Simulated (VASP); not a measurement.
Here is the system:

```
CELL_PARAMETERS angstrom
      2.60831     0.00000     0.00000
     -1.30416     2.25887     0.00000
      0.00000     0.00000     2.54558
ATOMIC_POSITIONS crystal
  Cu 0.00000 0.00000 0.00000
  N  0.66667 0.33333 0.50000
```

The numbers are results of PBE GGA, VASP's PBE PAW potentials (set 64) (plane waves; VASP), not measurements. Numerical set-up: 400 eV cut-off, 14×14×13 Γ-centred mesh, Fermi-Dirac smearing of 0.050 eV, potentials Cu N.

At this cut-off the stress carries a Pulay error, which pulls relaxed volumes low.

Question: Predict the energy per atom (σ→0), pressure, band gap (on the k-mesh) with the smallest direct gap where there is one.

Answer: 
```yaml
band gap (on the k-mesh): none (metal, semimetal or under 0.01 eV)
energy per atom (σ→0): -4525 meV/atom
pressure: 647.5 kbar
```

The structure was generated: CuN was put into an ordered model structure, which need not be its known phase. The cell was not relaxed at this level.
